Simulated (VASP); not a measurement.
Output of a VASP run:

**OUTCAR**
```
 ion  position               nearest neighbor table
   1  0.000  0.000  0.000-
   2  0.500  0.500  0.500-
   3  0.500  0.000  0.500-
   4  0.000  0.500  0.500-
   5  0.500  0.500  0.000-
  LATTYP: Found a simple cubic cell.
 ALAT       =     4.5287660000
 Subroutine PRICEL returns:
 Original cell was already a primitive cell.
 Subroutine GETGRP returns: Found 48 space group operations
The static configuration has the point symmetry O_h .
The dynamic configuration has the point symmetry O_h .
 Subroutine INISYM returns: Found 48 space group operations
 Subroutine IBZKPT returns following result:
 Found     20 irreducible k-points:

 Following reciprocal coordinates:
            Coordinates               Weight
  0.000000  0.000000  0.000000      1.000000
  0.166667  0.000000  0.000000      6.000000
  0.333333  0.000000  0.000000      6.000000
  0.500000  0.000000  0.000000      3.000000
  0.166667  0.166667  0.000000     12.000000
  0.333333  0.166667  0.000000     24.000000
  0.500000  0.166667  0.000000     12.000000
  0.333333  0.333333  0.000000     12.000000
  0.500000  0.333333  0.000000     12.000000
  0.500000  0.500000  0.000000      3.000000
  0.166667  0.166667  0.166667      8.000000
  0.333333  0.166667  0.166667     24.000000
  0.500000  0.166667  0.166667     12.000000
  0.333333  0.333333  0.166667     24.000000
  0.500000  0.333333  0.166667     24.000000
  0.500000  0.500000  0.166667      6.000000
  0.333333  0.333333  0.333333      8.000000
  0.500000  0.333333  0.333333     12.000000
  0.500000  0.500000  0.333333      6.000000
  0.500000  0.500000  0.500000      1.000000
   k-points           NKPTS =     20   k-points in BZ     NKDIM =     20   number of bands    NBANDS=     15
   number of dos      NEDOS =    301   number of ions     NIONS =      5
   total plane-waves  NPLWV =  21952
   dimension x,y,z NGX =    28 NGY =   28 NGZ =   28
   dimension x,y,z NGXF=    56 NGYF=   56 NGZF=   56
   ions per type =               1   1   3
   PREC   = accura    normal or accurate (medium, high low for compatibility)
   ISTART =      0    job   : 0-new  1-cont  2-samecut
   ICHARG =      2    charge: 1-file 2-atom 10-const
   ISPIN  =      1    spin polarized calculation?
   LNONCOLLINEAR =      F non collinear calculations
   LSORBIT =      F    spin-orbit coupling
   INIWAV =      1    electr: 0-lowe 1-rand  2-diag
   ENCUT  =  300.0 eV  22.05 Ry    4.70 a.u.   6.40  6.40  6.40*2*pi/ulx,y,z
   NELM   =    100;   NELMIN=  2; NELMDL= -5     # of ELM steps
   EDIFF  = 0.1E-05   stopping-criterion for ELM
   LREAL  =      F    real-space projection
   NLSPLINE    = F    spline interpolate recip. space projectors
   LMAXMIX     =    4 max onsite mixed and CHGCAR
   VOSKOWN=      0    Vosko Wilk Nusair interpolation
   EDIFFG = 0.1E-04   stopping-criterion for IOM
   NSW    =      0    number of steps for IOM
   NBLOCK =      1;   KBLOCK =      1    inner block; outer block
   IBRION =     -1    ionic relax: 0-MD 1-quasi-New 2-CG
   NFREE  =      0    steps in history (QN), initial steepest desc. (CG)
   ISIF   =      2    stress and relaxation
   ISYM   =      2    0-nonsym 1-usesym 2-fastsym
   TEIN   =    0.0    initial temperature
   TEBEG  =    0.0;   TEEND  =   0.0 temperature during run
   SMASS  =  -3.00    Nose mass-parameter (am)
   PSTRESS=    0.0 pullay stress
   NELECT =      22.0000    total number of electrons
   EFERMI =   0.00;   METHOD = LEGACY
   ISMEAR =    -1;   SIGMA  =   0.01  broadening in eV -4-tet -1-fermi 0-gaus
   IALGO  =     38    algorithm
   LDIAG  =      T    sub-space diagonalisation (order eigenvalues)
   IMIX   =      4    mixing-type and parameters
     AMIX     =   0.40;   BMIX     =  1.00
     AMIX_MAG =   1.60;   BMIX_MAG =  1.00
     AMIN     =   0.10
   GGA     = PS    functional components
...
```

### OSZICAR
```
       N       E                     dE             d eps       ncg     rms          rms(c)
DAV:   1     0.107522579267E+03    0.10752E+03   -0.81478E+03   632   0.876E+02
DAV:   2    -0.850516345859E+01   -0.11603E+03   -0.11334E+03   761   0.231E+02
DAV:   3    -0.162563625970E+02   -0.77512E+01   -0.77426E+01  1107   0.536E+01
DAV:   4    -0.164309555476E+02   -0.17459E+00   -0.17457E+00   833   0.627E+00
DAV:   5    -0.164334582796E+02   -0.25027E-02   -0.25027E-02   931   0.672E-01    0.630E+00
DAV:   6    -0.153029783803E+02    0.11305E+01   -0.13081E+00   642   0.525E+00    0.313E+00
DAV:   7    -0.149866815728E+02    0.31630E+00   -0.17137E+00   712   0.536E+00    0.765E-01
DAV:   8    -0.149969124768E+02   -0.10231E-01   -0.13121E-01   803   0.218E+00    0.339E-01
DAV:   9    -0.149926073615E+02    0.43051E-02   -0.18685E-02   768   0.729E-01    0.508E-02
DAV:  10    -0.149926931103E+02   -0.85749E-04   -0.12848E-03   962   0.246E-01    0.200E-02
DAV:  11    -0.149927029740E+02   -0.98637E-05   -0.15733E-05   833   0.303E-02    0.151E-02
DAV:  12    -0.149927131819E+02   -0.10208E-04   -0.16083E-05   852   0.350E-02    0.812E-03
DAV:  13    -0.149927105885E+02    0.25935E-05   -0.97373E-06   611   0.175E-02    0.146E-03
DAV:  14    -0.149927104755E+02    0.11296E-06   -0.45854E-07   594   0.499E-03
   1 F= -.14992710E+02 E0= -.14992710E+02  d E =-.740710E-13
```

**OUTCAR**
```
------------------------ aborting loop because EDIFF is reached ----------------------------------------
  FORCE on cell =-STRESS in cart. coord.  units (eV):
  Direction    XX          YY          ZZ          XY          YZ          ZX
  --------------------------------------------------------------------------------------
  Total       -0.2578071     -0.2578071     -0.2578071      0.0000000     -0.0000000      0.0000000
  in kB       -4.4469864     -4.4469864     -4.4469864      0.0000000     -0.0000000      0.0000000
  external PRESSURE =      -4.4469864 kB  Pullay stress =       0.0000000 kB
  volume of cell :       92.88
      direct lattice vectors                 reciprocal lattice vectors
     4.528766000  0.000000000  0.000000000     0.220810702  0.000000000  0.000000000
     0.000000000  4.528766000  0.000000000     0.000000000  0.220810702  0.000000000
     0.000000000  0.000000000  4.528766000     0.000000000  0.000000000  0.220810702
 POSITION                                       TOTAL-FORCE (eV/Angst)
 -----------------------------------------------------------------------------------
      0.00000      0.00000      0.00000         0.000000      0.000000      0.000000
      2.26438      2.26438      2.26438         0.000000      0.000000      0.000000
      2.26438      0.00000      2.26438         0.000000      0.000000      0.000000
      0.00000      2.26438      2.26438         0.000000      0.000000      0.000000
      2.26438      2.26438      0.00000         0.000000      0.000000      0.000000
 -----------------------------------------------------------------------------------
    total drift:                                0.000000      0.000000      0.000000
  FREE ENERGIE OF THE ION-ELECTRON SYSTEM (eV)
  ---------------------------------------------------
  free  energy   TOTEN  =       -14.9927104755 eV

  energy  without entropy=      -14.9927104755  energy(sigma->0) =      -14.99271048
```
(Selected blocks of OUTCAR.)

### POSCAR
```
CsCaH3
1
    4.5287660000     0.0000000000     0.0000000000
    0.0000000000     4.5287660000     0.0000000000
    0.0000000000     0.0000000000     4.5287660000
Cs Ca H
1 1 3
Direct
  0.0000000000   0.0000000000   0.0000000000
  0.5000000000   0.5000000000   0.5000000000
  0.5000000000   0.0000000000   0.5000000000
  0.0000000000   0.5000000000   0.5000000000
  0.5000000000   0.5000000000   0.0000000000
```

Question: Write an INCAR and KPOINTS that could have produced this output.

Answer: One answer among several that fit: the input of the run itself, PBEsol GGA, plane waves, VASP's PBE PAW potentials (set 64).

### KPOINTS
```
Automatic mesh
0
Gamma
6 6 6
0 0 0
```

INCAR:
```
SYSTEM = CsCaH3
PREC = Accurate; ENCUT = 300; LREAL = .False.
LASPH = .True.
EDIFF = 1E-6; NELM = 100; ALGO = Normal
LMAXMIX = 4
ISMEAR = -1; SIGMA = 0.01
GGA = PS
ISIF = 2
LWAVE = .False.; LCHARG = .False.
```

POTCAR, in this order: Cs_sv Ca_sv H (PBE.64 set). Program: vasp_std.

At this cut-off the stress carries a Pulay error, which pulls relaxed volumes low.

The structure comes from a computed database's CsCaH3 entry (Pm-3m); how it stands against other phases isn't given here. The cell was not relaxed at this level, and its volume differs by -5.9 % from the start's.
